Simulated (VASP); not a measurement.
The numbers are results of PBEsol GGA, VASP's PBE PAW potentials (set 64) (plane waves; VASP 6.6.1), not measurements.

VASP ran on this input.

KPOINTS:
```
Automatic mesh
0
Gamma
10 10 10
0 0 0
```

### POSCAR
```
Y
1
    3.2059996746    -0.0000000000    -0.0000000000
   -0.0000000000     3.2059996746    -0.0000000000
    0.0000000000    -0.0000000000     3.2059996746
Y
1
Direct
  0.0000000000   0.0000000000   0.0000000000
```

INCAR:
```
NELM = 100   # most electronic steps
SYSTEM = Y
EDIFFG = -0.01   # ionic stop
LASPH = T   # aspherical one-centre terms
LCHARG = F
IBRION = 2   # conjugate gradients
LWAVE = F
SIGMA = 0.1
LREAL = F   # projection in real space or not
ISMEAR = 1   # Methfessel-Paxton
ALGO = Normal   # blocked Davidson
LMAXMIX = 4   # l cut-off of mixed one-centre charges
ENCUT = 400
GGA = PS   # PBEsol
ISIF = 3
PREC = Accurate
EDIFF = 1E-6   # SCF stop (eV)
NSW = 60
```

POTCAR, in this order: Y_sv (PBE.64 set). Program: vasp_std.

Output

**OSZICAR**
```
       N       E                     dE             d eps       ncg     rms          rms(c)
DAV:   1     0.160272716181E+02    0.16027E+02   -0.50785E+03  1016   0.902E+02
DAV:   2    -0.531415915404E+01   -0.21341E+02   -0.20809E+02  1183   0.144E+02
DAV:   3    -0.623088308394E+01   -0.91672E+00   -0.89697E+00  1486   0.211E+01
DAV:   4    -0.624740979190E+01   -0.16527E-01   -0.16376E-01  1416   0.265E+00
DAV:   5    -0.624774175256E+01   -0.33196E-03   -0.33149E-03  1430   0.213E-01    0.201E+01
DAV:   6    -0.604209871919E+01    0.20564E+00   -0.33548E-01  1037   0.407E+00    0.113E+01
DAV:   7    -0.601840739465E+01    0.23691E-01   -0.33115E-01  1108   0.393E+00    0.146E+00
DAV:   8    -0.601958159818E+01   -0.11742E-02   -0.42601E-02  1326   0.163E+00    0.821E-01
DAV:   9    -0.601918099999E+01    0.40060E-03   -0.45942E-04  1415   0.179E-01    0.311E-01
DAV:  10    -0.601889199115E+01    0.28901E-03   -0.75449E-04  1538   0.248E-01    0.507E-02
DAV:  11    -0.601889433702E+01   -0.23459E-05   -0.40999E-05  1068   0.736E-02    0.140E-02
DAV:  12    -0.601889355365E+01    0.78337E-06   -0.20796E-06  1232   0.137E-02
   1 F= -.60188936E+01 E0= -.60192548E+01  d E =-.601889E+01
```

File OUTCAR:
```
------------------------ aborting loop because EDIFF is reached ----------------------------------------
  FORCE on cell =-STRESS in cart. coord.  units (eV):
  Direction    XX          YY          ZZ          XY          YZ          ZX
  --------------------------------------------------------------------------------------
  Total        0.0044297      0.0044297      0.0044297     -0.0000000      0.0000000      0.0000000
  in kB        0.2153746      0.2153746      0.2153746     -0.0000000      0.0000000      0.0000000
  external PRESSURE =       0.2153746 kB  Pullay stress =       0.0000000 kB
  volume of cell :       32.95
      direct lattice vectors                 reciprocal lattice vectors
     3.205999675  0.000000000  0.000000000     0.311915191  0.000000000  0.000000000
     0.000000000  3.205999675  0.000000000     0.000000000  0.311915191  0.000000000
     0.000000000  0.000000000  3.205999675     0.000000000  0.000000000  0.311915191
 POSITION                                       TOTAL-FORCE (eV/Angst)
 -----------------------------------------------------------------------------------
      0.00000      0.00000      0.00000         0.000000      0.000000      0.000000
 -----------------------------------------------------------------------------------
    total drift:                               -0.000000     -0.000000     -0.000000
  FREE ENERGIE OF THE ION-ELECTRON SYSTEM (eV)
  ---------------------------------------------------
  free  energy   TOTEN  =        -6.0188935537 eV

  energy  without entropy=       -6.0199772161  energy(sigma->0) =       -6.01925477

 reached required accuracy - stopping structural energy minimisation
```
(Selected blocks of OUTCAR.)

The structure was generated: Y was put into the simple-cubic type (Pm-3m), which need not be its known phase. It was relaxed first, which changed the volume by -11 %. The start is the result of an earlier pass.
